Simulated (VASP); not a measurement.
VASP runs on SnCl₂ (space group Pnnm) share one base input (PBE GGA, plane waves, VASP's PBE PAW potentials (set 64)) and change the settings named in each case.

**INCAR**
```
! general
SYSTEM  = SnCl2
PREC    = Accurate
ENCUT   = 300
LREAL   = .FALSE.
LASPH   = .TRUE.

! electronic loop
EDIFF   = 1E-6
NELM    = 100
ALGO    = Normal
LMAXMIX = 4

! smearing
ISMEAR  = -1
SIGMA   = 0.136

! functional
GGA     = PE

! ions
ISIF    = 2

! output
LWAVE   = .FALSE.
LCHARG  = .FALSE.
```

**POSCAR**
```
SnCl2
1
    4.9515920000     0.0000000000     0.0000000000
    0.0000000000     6.0433790000     0.0000000000
    0.0000000000     0.0000000000     3.7726840000
Sn Cl
2 4
Direct
  0.0000000000   0.0000000000   0.0000000000
  0.5000000000   0.5000000000   0.5000000000
  0.2004000000   0.3787000000   0.0000000000
  0.7004000000   0.1213000000   0.5000000000
  0.2996000000   0.8787000000   0.5000000000
  0.7996000000   0.6213000000   0.0000000000
```

File KPOINTS:
```
Automatic mesh
0
Gamma
3 3 4
0 0 0
```

POTCAR, in this order: Sn_d Cl (PBE.64 set). Program: vasp_std.

```
change                                                                                                                                                              E(σ→0) (eV/atom)  pressure (GPa)  largest force (eV/Å)  −TS (eV)
------------------------------------------------------------------------------------------------------------------------------------------------------------------  ----------------  --------------  --------------------  --------
base run                                                                                                                                                                     -2.2806           44.80                 1.621   -0.0105
GGA removed, POTCAR Sn_d Cl (LDA.64 set)                                                                                                                                     -3.0702           37.24                 1.594   -0.0151
GGA_COMPAT = .FALSE., LNONCOLLINEAR = .TRUE., LSORBIT = .TRUE., MAGMOM = 0.0 0.0 0.0 0.0 0.0 0.0 0.0 0.0 0.0 0.0 0.0 0.0 0.0 0.0 0.0 0.0 0.0 0.0, program vasp_ncl           -2.2935           44.76                 1.623   -0.0114
KPOINTS 2×2×3 Γ-centred mesh                                                                                                                                                 -2.2827               …                     …         …
```

**Question.** Fill in the missing entries.

**Answer.** 
- KPOINTS 2×2×3 Γ-centred mesh, pressure (GPa): 44.58
- KPOINTS 2×2×3 Γ-centred mesh, largest force (eV/Å): 1.583
- KPOINTS 2×2×3 Γ-centred mesh, −TS (eV): -0.0138

Energies of different potentials or functionals have different zeros.  Unless said otherwise, spin-orbit coupling is left out, though it shifts the bands of the heavy elements here. At 300 eV the pressure can carry a Pulay error.

Left out are runs that ran out of time, are held back, or changed the cell or the kind of run, fixed moments of cells without a moment, rows past the twelfth, gaps on odd meshes, pressures of charged cells and columns that move by less than the noise.

The structure was generated: SnCl2 was put into an ordered model structure, which need not be its known phase. The cell was not relaxed at this level, forces remain on its atoms.
